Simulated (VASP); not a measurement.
**TaS$_{2}$ (relaxed from the 2H-MoS2 structure, space group P6_3/mmc): computed properties**

Computed with PBEsol GGA, VASP's PBE PAW potentials (set 64) (plane waves; VASP).

For TaS2, the space group comes out as P6_3/mmc (194). The cell is a = b = 3.2925 Å, c = 12.3723 Å, α = β = 90.00°, γ = 120.00° and the volume per atom is 19.36 Å³/atom. The band gap (over mesh and band path) is none (metal, semimetal or under 0.01 eV) and the band gap with spin-orbit coupling is none (metallic). The density comes out as 7.01 g/cm³.

```yaml
crystal:
  lattice:
    - [3.29253, 0.00000, 0.00000]
    - [-1.64627, 2.85142, 0.00000]
    - [0.00000, 0.00000, 12.37228]
  atoms:
    - { symbol: Ta, position: [0.33333, 0.66667, 0.25000] }
    - { symbol: Ta, position: [0.66667, 0.33333, 0.75000] }
    - { symbol: S, position: [0.33333, 0.66667, 0.62376] }
    - { symbol: S, position: [0.66667, 0.33333, 0.12376] }
    - { symbol: S, position: [0.66667, 0.33333, 0.37624] }
    - { symbol: S, position: [0.33333, 0.66667, 0.87624] }
```

Without a dispersion term in the relaxation, distances and binding between the weakly bound layers, chains or molecules are unreliable, and so is what depends on them. Unless said otherwise, spin-orbit coupling is left out, though it shifts the bands of the heavy elements here.

The structure was generated: TaS2 was put into the 2H-MoS2 type (P6_3/mmc), which need not be its known phase. It was relaxed first, which changed the volume by +6 %. Symmetry was kept, so distortions that lower it aren't found.
